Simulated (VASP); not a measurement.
# Pressure and energy of TiTe2 (P-3m1) against volume under even scaling, MS2 level

I have a small press and a TiTe2 contact layer whose transport I would like to study under compression. The layer should lose as much volume as possible, and at least 2 %. The pressure must stay at or below 3.5 GPa, and the stored elastic energy at or below 15 meV per atom. These limits are my own choice.

The calculation gives the pressure from the stress tensor, positive when the cell is compressed, and the energy per atom above the lowest point of the series. Volume changes are counted from the fitted equilibrium volume of 26.29 Å³ per atom. The cell keeps its shape and its fractional positions throughout, so the screening applies first of all to an evenly scaled crystal.

## Method

A cell from a diffraction database, relaxed at this level and then scaled evenly, fractional positions kept. VASP 6.6.1, plane waves with PAW, MS2, cutoff 400 eV, k mesh 7×7×4, no spin polarisation, no spin-orbit coupling, static lattice. A Birch-Murnaghan fit to the energies has its minimum at 26.29 Å³ per atom.

Notes on method and selection:

- The pressure is that of a finite plane-wave basis, so it need not vanish exactly at the minimum of the energy.
- Only series whose fit has its minimum inside the range and an error under 0.5 meV per atom are shown.
- Where rows or columns differ in functional or spin-orbit coupling, non-spherical gradient terms in the PAW spheres (LASPH) may be on in some and off in others.
- Runs that did not converge, have known faults or may not be shown are not listed, and runs on Ansatz's PAW sets soft_1 and soft_2 are kept to separate tables.

Columns:

- volume change (%): volume relative to the fitted equilibrium volume.
- pressure (GPa): pressure from the stress tensor (positive: compressed).
- energy (meV/atom): energy per atom above the lowest point of the series.

## Computed values

| member | volume change (%) | pressure (GPa) | energy (meV/atom) |
| --- | --- | --- | --- |
| 24.66 Å³ | −6.20 | 4.60 | 23.3 |
| 25.18 Å³ | −4.21 | 2.91 | 10.4 |
| 25.71 Å³ | −2.21 | 1.38 | 2.8 |
| 26.23 Å³ | −0.22 | 0.00 | 0.0 |
| 26.76 Å³ | 1.78 | −1.30 | 1.8 |
| 27.28 Å³ | 3.78 | −2.42 | 7.1 |
| 27.81 Å³ | 5.77 | −3.43 | 16.2 |

Least-squares fits to the whole series, with x = volume change (%); R² and errors in the fitted variable (y, or ln y where the fit is in ln y):

| y | members | fit | R² | rms residual | leave-one-out rms | the same for the mean of the others |
| --- | --- | --- | --- | --- | --- | --- |
| pressure (GPa) | 7 | y = −0.1631 − 0.6626 x + 0.01682 x² | 1.00 | 0.010 | 0.020 | 3.1 |
| energy (meV/atom) | 7 | y = −0.04048 − 0.2809 x + 0.5495 x² | 1.00 | 0.44 | 1.1 | 9.2 |

## Mechanism

The pressure falls at every step as the cell grows, from 4.60 GPa at −6.20 % to −3.43 GPa at 5.77 %. The energy rises on both sides of the row at −0.22 %.

The pressure curve is steeper on the compressed side. Between the two smallest cells its slope is (2.91 − 4.60) / (−4.21 + 6.20) = −0.85 GPa per percent. Between the two largest it is (−3.43 + 2.42) / (5.77 − 3.78) = −0.51 GPa per percent, so the resistance to a further percent is about 1.7 times as large at the compressed end. The reason is the short range of the repulsion between overlapping electron shells: it climbs faster on shortening than the bonding attraction changes.

The fitted slope at equilibrium gives a bulk modulus B = −V dP/dV = 100 × 0.6626 = 66 GPa. The energy should then follow E = ½ B V₀ (x/100)², with x in percent and 1 GPa Å³ = 6.24 meV. This gives 0.5 × 66.26 × 26.29 × 6.24 / 10000 = 0.54 meV per atom per squared percent, against 0.55 in the energy fit. Stress and energy therefore describe the same stiffness.

That stiffness belongs to even scaling. TiTe2 consists of Te–Ti–Te sheets with a weakly bound gap between them, and here the strong Ti–Te bonds must shorten in the same proportion as the gap. On compression the forces push the tellurium atoms away from the titanium plane and into the gap; on expansion they pull them back towards it. A crystal free to respond would spare its bonds and be softer.

## Members off the line

Largest departures from the fit to the whole series:

| member | pressure (GPa) | fit | computed − fit | in rms residuals |
| --- | --- | --- | --- | --- |
| 26.23 Å³ | 0.00 | −0.02 | +0.02 | 1.6 |
| 25.18 Å³ | 2.91 | 2.92 | −0.01 | 1.4 |
| 26.76 Å³ | −1.30 | −1.29 | −0.01 | 1.0 |
| 24.66 Å³ | 4.60 | 4.59 | +0.01 | 0.8 |

No row leaves the pressure fit by more than 0.02 GPa, and I trust all seven as a smooth series.

One offset is systematic. The pressure is zero at 26.23 Å³, whereas the energy has its minimum at 26.29 Å³, where the pressure fit reads −0.16 GPa. A finite plane-wave basis makes the computed pressure too negative, which is the sign found. The work between the two smallest cells supports this: the mean pressure gives (4.60 + 2.91) / 2 × (25.18 − 24.66) × 6.24 = 12.2 meV per atom. With the offset added it is ((4.60 + 2.91) / 2 + 0.16) × (25.18 − 24.66) × 6.24 = 12.7, against 23.3 − 10.4 = 12.9 from the energies.

The energy parabola is less good, with a leave-one-out error of 1.1 meV per atom. Its misses change sign along the series as a missing cubic term would make them, so I read energies from the rows.

## Selection

Only three rows are compressed by more than 2 %. Their pressures are means over the three axes, and I add the basis offset of 0.16 GPa to them before screening.

- **24.66 Å³:** 4.60 + 0.16 = 4.76 GPa and 23.3 meV per atom. It fails both limits.
- **25.18 Å³:** 2.91 + 0.16 = 3.07 GPa and 10.4 meV per atom. It passes on the mean pressure.
- **25.71 Å³:** 1.38 + 0.16 = 1.54 GPa and 2.8 meV per atom. It passes with less compression.

For the press I assume a uniform pressure and convert it to force with F = P A, where 1 GPa = 1000 N/mm² and the loaded area is 0.01 mm². The three rows need 4.76 × 1000 × 0.01 = 48 N, 31 N and 15 N, against a limit of 35 N. These forces belong to the mean pressure. In all three cells the stress is higher along the layer normal than in the plane, so a press acting along the normal needs more. The stored energy density is u = E/V, with 1 meV/Å³ = 160 J/cm³. For the middle row this is 10.4 / 25.18 × 160 = 66 J/cm³, and for the last 2.8 / 25.71 × 160 = 17 J/cm³.

I take the functional's error in stiffness as roughly 10 %. The middle row then reaches 3.07 × 1.1 = 3.4 GPa and 10.4 × 1.1 = 11.4 meV per atom. The energy keeps clear of its limit, but the pressure has only 3.5 − 3.4 = 0.1 GPa to spare, and that is too little. With the same offset and the same 10 %, the stress along the layer normal exceeds 3.5 GPa. A run on the relaxed cell with a denser k mesh and a different treatment of the occupations also gives a higher pressure, by more than this margin, and nearly all of the rise lies along the normal. The compressed cells were not computed that way, so it stays open whether the middle row keeps to the pressure limit. The row at 25.71 Å³ reaches 1.54 × 1.1 = 1.7 GPa, about half the limit. The smallest cell comes down only to 4.76 × 0.9 = 4.3 GPa and stays outside.

My pick for even scaling is the cell at 25.18 Å³, with a volume loss of 4.21 %. It is provisional, because it rests on the mean pressure without a safe margin. The runner-up is 25.71 Å³, which is the better choice for a weaker press or where the pressure limit must hold with room to spare, at the price of about half the compression.

Relaxing the atoms and the axial ratio at fixed volume could overturn the pick in favour of 24.66 Å³, because it lowers both the energy and the pressure of a compressed cell. That cell would have to lose (23.3 − 15) / 23.3 = 36 % of its energy and (4.76 − 3.5) / 4.76 = 26 % of its pressure. The softening I guess at below is of that size, so the smallest cell remains a serious candidate for a real, relaxed crystal, and relaxed calculations at that volume and at 25.18 Å³, on a denser k mesh, should come before the experiment.

## Rules of thumb and their limits

Between −6.20 % and 5.77 %, a quadratic in the volume change reproduces the tabulated pressures of the evenly scaled cell to about 0.02 GPa. That is the scatter of the fit, not the error of the pressure: the basis offset is 0.16 GPa, and the run with the denser k mesh and other occupations also differs by far more than the scatter. I would not carry the fit beyond those ends.

Two omitted effects are far larger than that scatter, though smaller than the 8 GPa span of the series. Relaxation at fixed volume would soften the crystal, perhaps by a third to a half as a rough guess for a layered telluride. A dispersion correction would add attraction between the sheets, lowering the pressure at a given volume by something of the order of 1 GPa and moving the equilibrium to a smaller cell. That would lead away from the measured volume, since the relaxed cell is already smaller than the diffraction cell it started from. I therefore do not count this lowering as room under the pressure limit.
